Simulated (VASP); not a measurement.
Given:

```xyz
4
Lattice="3.8666 0.0000 0.0000 -1.9333 3.3486 0.0000 0.0000 0.0000 6.3339" Properties=species:S:1:pos:R:3 pbc="T T T"
Al     0.0000     2.2324     6.3323
Al     1.9333     1.1162     3.1653
P      0.0000     2.2324     2.3768
P      1.9333     1.1162     5.5438
```

Method: PBEsol GGA, VASP's PBE PAW potentials (set 64) (plane waves; VASP). Run with 400 eV cut-off, 6×6×3 Γ-centred mesh, Gaussian smearing of 0.050 eV, potentials Al P.

**Question.** What does the run give for the energy per atom (σ→0), band gap (on the k-mesh) with the smallest direct gap where there is one?

**Answer.** 
```json
{
  "band gap (on the k-mesh)": "1.82 eV",
  "smallest direct gap (on the k-mesh)": "2.31 eV",
  "energy per atom (σ→0)": "-5.491 eV/atom"
}
```

Total energies compare only between runs with the same potentials, cut-off and functional.

The structure was generated: AlP was put into the wurtzite type (P6_3mc), which need not be its known phase. It was relaxed first, which changed the volume by +12 %. The start is the result of an earlier pass.
